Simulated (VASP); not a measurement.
Runs of VASP 6.6.1 on NiMoIrPdW. It takes space group P3m1 (No. 156, trigonal). Conventional cell: a = 4.117 Å, b = 4.117 Å, c = 5.446 Å, α = 90.00°, β = 90.00°, γ = 120.00°. Around Ni (site symmetry 3m) lie 3 Mo at 2.38 Å and 3 Ir at 2.69 Å. Around Mo (site symmetry 3m) lie 3 Ni at 2.38 Å and 3 Ir at 2.70 Å and 2 Pd at 2.72 to 2.73 Å. Around Pd (site symmetry 3m) lie 3 W at 2.68 Å and 2 Mo at 2.72 to 2.73 Å and 3 Ir at 2.77 Å. Ir (site symmetry 3m) has 2 W at 2.66 to 2.78 Å and 3 Ni at 2.69 Å and 3 Mo at 2.70 Å and 3 Pd at 2.77 Å as nearest neighbours. W (site symmetry 3m) has 2 Ir at 2.66 to 2.78 Å and 3 Pd at 2.68 Å and 3 Mo at 2.81 Å and 3 Ni at 2.82 Å as nearest neighbours. The cell was built by a generator and needn't be a form met in nature.

| task | level | spin | further INCAR settings | k mesh for the DOS | occupations for the DOS | gap on the mesh (eV) | pressure (GPa) | moment (μB) | largest force (eV/Å) |
| --- | --- | --- | --- | --- | --- | --- | --- | --- | --- |
| electric field gradients | PBE | collinear, ferromagnetic start | ALGO = Fast; EDIFF = 1e-08 | - | - | none | 0.2 | 0.00 | 0.04 |
| optical spectrum | PBE | collinear, ferromagnetic start | ALGO = Fast; EDIFF = 1e-06; NBANDS = 76 | - | - | none | 0.2 | 0.00 | 0.04 |
| electrostatic potential | PBE | collinear, ferromagnetic start | ALGO = Fast; EDIFF = 1e-06 | - | - | none | 0.3 | 0.00 | 0.04 |
| density of states | PBE | collinear, ferromagnetic start | ALGO = Fast; EDIFF = 1e-06 | 12 × 12 × 8 | tetrahedron | - | - | 0.00 | - |
| atomic charges | PBE+TS | collinear, ferromagnetic start | ALGO = Fast; EDIFF = 1e-06 | - | - | none | (a) | 0.00 | 0.11 |
| band structure | PBE | collinear, ferromagnetic start, SOC | ALGO = Fast; EDIFF = 1e-06 | - | - | - | - | 0.00 | - |
| atomic charges | PBE | collinear, ferromagnetic start | ALGO = Fast; EDIFF = 1e-06 | - | - | none | 0.3 | 0.00 | 0.04 |
| band structure | PBE | collinear, ferromagnetic start | ALGO = Fast; EDIFF = 1e-06 | - | - | - | - | 0.00 | - |

Alike in all rows: potentials or basis VASP PAW PBE potentials, release 64 (Ni, Mo_sv, Pd, Ir, W_sv); cell as given; k mesh 8 × 8 × 5; cutoff (eV) 520; smearing fermi-dirac 0.05 eV.

Task: Fill in the values left out.

Result: (a) -8.5.

Caveats: spectra need much finer meshes, so this one isn't converged (some runs); independent-particle spectra lack excitons (some runs); the intraband (Drude) part of a metal's response may be missing (some runs); tetrahedron occupations give inexact forces and stress in metals (some runs); atom-pairwise D2, TS and ULG terms overbind metals (some runs); pairwise dispersion overbinds metals, which lowers pressure and volume (some runs); spin-orbit coupling is left out, which moves the levels of the heavy elements (some runs).

A k mesh can miss the band edges, and rows without SOC leave out spin-orbit coupling on Ir, Mo, Pd, W.

A gap of «none» marks a metal or a gap under the smearing width.
